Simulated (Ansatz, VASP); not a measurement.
# Sc2Cu in two plane-wave programs, part 2 of 2

One calculation is typed for both programs; each brings its own data sets. How far apart do they land? The cell is generated by rule, not measured, and may not be a known phase. The cell is taken from a series of runs on this material, whose earlier steps may have relaxed, scaled, displaced or heated it; both programs get it as it stands.

VASP 6.6.1 and Ansatz 0.2.0.

So far: The starting structure; VASP: zone-centre phonons, PBEsol.

The structure was built from a prototype and need not be the compound's stable phase.

### 3. Ansatz: zone-centre phonons, PBEsol

Level of this step: Ansatz beside VASP: Kohn-Sham DFT, plane waves, PBEsol (Ansatz).

Ansatz runs on its default PAW (the set named soft_2) files.

The same cell, functional, mesh and smearing now go to Ansatz, which takes its cutoff from its data sets.

input.yaml

```yaml
crystal:
  lattice:
    - [0.0, 3.1508172729, 3.1508172729]
    - [3.1508172729, 0.0, 3.1508172729]
    - [3.1508172729, 3.1508172729, 0.0]
  atoms:
    - { symbol: Sc, position: [0.25, 0.25, 0.25] }
    - { symbol: Sc, position: [0.75, 0.75, 0.75] }
    - { symbol: Cu, position: [0.0, 0.0, 0.0] }
kpoints:
  mp_grid: { grid: [10, 10, 10] }
hamiltonian:
  xc: pbesol
scf:
  occupations: { method: methfessel_paxton, width: 0.15 }
output:
  eigenvalues: true
phonons:
  method: dfpt
  qmesh: [2, 2, 2]
  temperatures: { t_max: 1000, t_step: 50 }
  qpath:
    path:
      - [[0.0, 0.0, 0.0], [0.5, 0.0, 0.5], [0.625, 0.25, 0.625]]
      - [[0.375, 0.375, 0.75], [0.0, 0.0, 0.0], [0.5, 0.5, 0.5], [0.5, 0.25, 0.75], [0.5, 0.0, 0.5]]
    npoints: 10
```

Launch:

```
ansatz run input.yaml --threads 8 --pin off --max-ram 14336MiB --backend cpu --events-out ev --progress --plain --runs-dir out
```

Numbers of over 12 decimals in the logs are rounded to 6 here.

Log:

```text
Engine: ansatz 0.2.0, aarch64-unknown-linux-gnu
Pseudopotentials: kind: paw
Pseudopotential: Sc, paw, valence charge 11, recommended cutoff 420 eV (normal), Sc.paw.azcp
Pseudopotential: Cu, paw, valence charge 19, recommended cutoff 420 eV (normal), Cu.paw.azcp
Functional definition: PBEsol
  exchange = pbesol_x
  correlation = pbesol_c
Crystal: 3 atoms, lattice volume = 62.560 Å³
Basis set: ecut = 420 eV, 1243 PW (Γ), exchange–correlation on 60×60×60 points (8 copies of the dense FFT grid, shifted against one another)
Bands: 25, of which v1, the nominal top of the filled ones, is band 21 counted from 1 (20 counted from 0)
Symmetry: 48 space group operations
k-points: 47 of 1000
Non-local potential: Sc, projectors of the file, l = 0: 3, l = 1: 2, l = 2: 3, l = 3: 1
Non-local potential: Cu, projectors of the file, l = 0: 3, l = 1: 2, l = 2: 3, l = 3: 1
PAW form: soft (Blöchl's): semilocal exchange-correlation on the pseudo side does not see the compensation charge
PAW frozen core: Sc, regenerated for the run's functional, and the local potential with it (the file was generated under x = pbe(κ = 0.804, μ = 0.219515), c = pbe(β = 0.066725))
PAW frozen core: Cu, regenerated for the run's functional, and the local potential with it (the file was generated under x = pbe(κ = 0.804, μ = 0.219515), c = pbe(β = 0.066725))
PAW one-centre angular grid: Sc, 590 points (default); XC on 64 Gauss nodes
PAW one-centre angular grid: Cu, 590 points (default); XC on 64 Gauss nodes
Initial density: superposition of atomic densities (neutral atoms: chi_scale 0, normalization atom), corrected by the library's trained network
Initial wavefunctions: pseudopotential atomic-orbital guess
Functional: x = pbesol(κ = 0.804, μ = 0.123457), c = pbesol(β = 0.046)
SCF iter   1: F=—  HF=-10811.302395 eV  |F-HF|=—  |Δ(HF+E_count)|=         —  Δρ=1.50e-2  dr2=9.90e-2  ethr=1.77e-3  ⟨swp⟩=4.2  Hψ=3947  notcnv=0
preconditioner: auto → Kerker (q_TF=auto, 2.543 Å⁻¹)  [metal: Δε(μ)=0.048 eV  Ē_g=3.966 eV  σ=0.150 eV  W_gap=0.27  n_scr=14 (ndim 8)  ℏωp=19.4 eV  f_vac=0.000  D(μ)=3.85/eV (n_scr^D=50)]
SCF iter   2: F=—  HF=-10811.288237 eV  |F-HF|=—  |Δ(HF+E_count)|=   1.42e-2  S|Δr|=    0.00e0  Δρ=2.49e-3  dr2=3.29e-3  ethr=2.42e-4  ⟨swp⟩=2.0  Hψ=2031  notcnv=0
SCF iter   3: F=—  HF=-10811.286560 eV  |F-HF|=—  |Δ(HF+E_count)|=   1.68e-3  S|Δr|=    0.00e0  Δρ=1.87e-3  dr2=2.94e-3  ethr=8.02e-6  ⟨swp⟩=2.0  Hψ=2019  notcnv=0
SCF iter   4: F=—  HF=-10811.285938 eV  |F-HF|=—  |Δ(HF+E_count)|=   6.22e-4  S|Δr|=    0.00e0  Δρ=7.08e-4  dr2=5.38e-4  ethr=7.16e-6  ⟨swp⟩=2.1  Hψ=1491  notcnv=0
SCF iter   5: F=—  HF=-10811.285818 eV  |F-HF|=—  |Δ(HF+E_count)|=   1.20e-4  S|Δr|=    0.00e0  Δρ=1.52e-4  dr2=3.33e-5  ethr=1.31e-6  ⟨swp⟩=2.0  Hψ=1577  notcnv=0
SCF iter   6: F=—  HF=-10811.285803 eV  |F-HF|=—  |Δ(HF+E_count)|=   1.54e-5  S|Δr|=    0.00e0  Δρ=4.75e-5  dr2=2.98e-6  ethr=8.12e-8  ⟨swp⟩=2.0  Hψ=1507  notcnv=0
SCF iter   7: F=—  HF=-10811.285812 eV  |F-HF|=—  |Δ(HF+E_count)|=   9.32e-6  S|Δr|=    0.00e0  Δρ=1.49e-5  dr2=2.20e-7  ethr=7.26e-9  ⟨swp⟩=2.0  Hψ=1566  notcnv=0
SCF iter   8: F=—  HF=-10811.285812 eV  |F-HF|=—  |Δ(HF+E_count)|=   1.53e-8  S|Δr|=    0.00e0  Δρ=5.67e-6  dr2=2.44e-8  ethr=5.36e-10  ⟨swp⟩=2.0  Hψ=1549  notcnv=0
SCF iter   9: F=—  HF=-10811.285812 eV  |F-HF|=—  |Δ(HF+E_count)|=   1.17e-9  S|Δr|=    0.00e0  Δρ=7.12e-7  dr2=2.44e-10  ethr=5.94e-11  ⟨swp⟩=2.0  Hψ=1534  notcnv=0
SCF iter  10: F=—  HF=-10811.285812 eV  |F-HF|=—  |Δ(HF+E_count)|=  6.00e-11  S|Δr|=    0.00e0  Δρ=1.63e-7  dr2=1.34e-11  ethr=1.00e-12  ⟨swp⟩=2.0  Hψ=1578  notcnv=0
SCF iter  11: F=-10811.285812 eV  HF=-10811.285812 eV  |F-HF|=0.00e0  |Δ(HF+E_count)|=    0.00e0  S|Δr|=    0.00e0  Δρ=2.47e-8  dr2=2.73e-13  ethr=1.00e-12  ⟨swp⟩=4.2  Hψ=4223  notcnv=0
SCF 1 converged in 11 iterations: F = -10811.285812 eV  dr2 = 2.73e-13
  greatest PAW one-centre occupation: 1.000 electrons in one spin orbital (limit 2), on the Cu atom at site 2 (counted from 0), in its partial waves of l = 0
phonons: the bands overlap, so this run is a metal and interpolates without the dipole-dipole term. If the crystal is really an insulator or semiconductor, its LO-TO splitting is missing
NSCF: frozen V_eff on 47 k-points
NSCF: frozen V_eff on 102 k-points
DFPT response loops at q = (0, 0, 0) (fractional): preconditioner auto → Kerker (q_TF=auto, 2.543 Å⁻¹) (partly filled bands, converged f_vac=0.000); β = 1.00, the filter's whole step (`scf.mixing.beta` (0.50) is not read by the response loops under this deck's `scf.mixing.preconditioner`; to damp them name `kerker` or `kerker_dos`, under which they read `scf.mixing.beta`, and type it under 1.00, their step now; both keys bind the ground state too); Broyden in place of MSR1
NSCF: frozen V_eff on 564 k-points
DFPT response loops at q = (0, 0, -0.5) (fractional): mixed as the last ones told, above
NSCF: frozen V_eff on 342 k-points
DFPT response loops at q = (0, -0.5, -0.5) (fractional): mixed as the last ones told, above
SCF converged after 11 iterations
Stability not checked: this state was not tested for a lower state beside it, because cold or Methfessel-Paxton smearing, or corrected tetrahedra, fill the levels in a way that the test cannot read (fill_not_monotonic; see scf.lower_state_search)
Free energy (F): -10811.285812 eV
Harris-Foulkes:  -10811.285812 eV  (|F-HF|=0.00e0)
Internal energy: -10811.286656 eV  (E = F + TS)
E sigma→0 (E₀):  -10811.286023 eV
Entropy (-TS):   0.000844 eV (0.281 meV/atom)
Fermi energy:    10.339768 eV
--- Per-component energies (eV) ---
  E_band       = -811.923987
  E_kinetic    = 821.226975
  E_local      = -7213.591934  (includes V_loc(G=0)·N_el)
  E_nonlocal   = 550.065152
  E_hartree    = 3035.189707
  E_xc         = -296.237670
  E_vxc        = -373.200671  (∫ρ·V_xc dr)
  E_paw        = -3482.397452  (= ΣΔE_a)
  E_vpaw       = -666.803211  (= ΣTr[D̂ρ^β])
  E_aug_tail   = 0.000264  (compensation charges beyond the density's cutoff)
  E_ewald      = -4226.005952
  E_core_change = 0.464252  (= ΣΔE_core)
  E_smearing   = 0.000844  (= −TS)
  E_closure    = -0.000000  (closes the sum)
  Σ components = -10811.285812   (vs F -10811.285812, Δ=0.00e0)
--- Band table (eV; the first three rows and the last of 47) ---
  k-point 0: bands = [... 17 lower, 6.7538, 9.3839, 9.3839, 9.3839, 10.5500, 10.5500, 13.6942, 13.6942]
  k-point 1: bands = [... 17 lower, 6.7511, 9.2911, 9.4553, 9.4553, 10.5873, 10.5873, 13.5394, 13.6168]
  k-point 2: bands = [... 17 lower, 6.7456, 9.0326, 9.6539, 9.6539, 10.7079, 10.7079, 13.1441, 13.3867]
  k-point 46: bands = [... 17 lower, 6.9524, 8.6369, 9.4978, 9.9224, 11.0243, 11.3094, 11.4238, 12.4405]
--- Phonons (Γ-DFPT): 2 representative perturbations + reference (Σ response iterations 7) ---
  ASR residual: 1.632e-5 → 0.000e0 eV/Å²; symmetrization residual: 4.247e-6 eV/Å²
  ASR residual per site (eV/Å²): 1.49e-5 1.49e-5 1.63e-5
  Γ frequencies (cm⁻¹): 0.00 0.00 0.00 180.40 180.40 180.40 226.14 226.14 226.14
--- Phonons (arbitrary-q DFPT): 3 irreducible q on the 2×2×2 mesh ---
  q = [0.0000, 0.0000, 0.0000] (star 1, of the zone-centre solve; hermiticity 1.59e-6, symmetrization 9.58e-13): -0.00 0.00 0.00 180.40 180.40 180.40 226.14 226.14 226.14
  q = [0.0000, 0.0000, -0.5000] (star 4, 2 solved perturbations on 282 of 1000 k-point pairs; hermiticity 1.10e-6, symmetrization 1.31e-12): 103.82 103.82 137.39 157.41 157.41 160.93 163.87 185.13 185.13
  q = [0.0000, -0.5000, -0.5000] (star 3, 4 solved perturbations in 546 linear systems a pass and spin channel, the states on 171 of 1000 k-point pairs; hermiticity 1.48e-6, symmetrization 3.68e-12): -58.64 70.22 70.22 133.80 133.80 164.45 195.79 213.52 213.52
  sum rule: each row above includes the acoustic sum rule's correction from the zone centre's row sums; it moved no ω² by more than (0.30 cm⁻¹)²
  mesh force constants: q→R imaginary residual 4.35e-17; ASR residual 1.632e-5 → 0.000e0 eV/Å²; symmetrization residual 5.329e-15 eV/Å²
  interpolated dispersion: 62 rows × 9 modes
  density of states and harmonic sums: on the 18×18×18 q-mesh, interpolated from the force constants of a 2×2×2 supercell (no non-analytic term)
  largest difference from the sums on the solved wave vectors: F 1.58e-1 eV, S 2.12e-4 and C_V 5.54e-5 eV/K
  zero-point energy: 0.080369 eV/cell   skipped modes (ω ≤ 0): 30, of them read as no rigid motion or as one in doubt: 27 (1.168e-1 modes/cell left out, lowest -58.64 cm⁻¹)   left out of the sums: 1.30e-2 of the cell's modes: C_V's classical limit lies that fraction below 3 k_B per atom; for a crystal, a wire or a layer, F and S can be off by more, and a phonons.interpolated_qmesh denser along its periods is the remedy for the sampling
```

In the SCF lines HF is the Harris–Foulkes energy and dr2 the Hartree energy of the density residual, in eV; the loop may stop once dr2 is under the threshold and the program's other checks hold. Hψ counts applications of the Hamiltonian.

### 4. Side by side

Known differences besides the potentials themselves: VASP's run holds the zone centre alone; the data sets hold 41 valence electrons in Ansatz (on its default PAW (the set named soft_2) files) and 33 in VASP; the cutoff is 420 eV in Ansatz and 600 eV in VASP; Ansatz makes its cores anew for this functional, VASP keeps those of its PBE data sets. Total energies have different zeros and are not compared.

Both answers:

| quantity | Ansatz | VASP | difference |
| --- | --- | --- | --- |
| optical mode 1 to 3 (cm⁻¹) | 180.4 | 180.5 | -0.06 % |
| optical mode 4 to 6 (cm⁻¹) | 226.1 | 226.1 | +0.00 % |

Modes are paired by rising frequency, not by their patterns, so a pair may set unlike modes beside each other; they are those without the splitting of longitudinal modes.

### 5. Summary of results

```
r.m.s. difference of the optical zone-centre modes, each program's sorted by frequency (zone-centre phonons, PBEsol) : 0.071 cm⁻¹
```

In words: The r.m.s. difference of the optical zone-centre modes, each program's sorted by frequency is 0.071 cm⁻¹ (zone-centre phonons, PBEsol). The data sets hold unlike numbers of valence electrons (41 in Ansatz and 33 in VASP), so part of the differences comes from the potentials. Such differences can come from data sets, numerical settings and the points named under the comparisons, not from the functional's error against experiment.

[Lines on the potential files, build, host, timing and source positions are cut from VASP's logs without a mark.]

[Logs are printed without paths, hosts, clocks, repeated set-up lines and the standing remarks that a program may print on its own settings, such as how far it seeks lower states.]

[Hosts, paths, dates, database ids (printed as entryN), source tags and the programs' standing remarks are cut or masked in the printed files.]
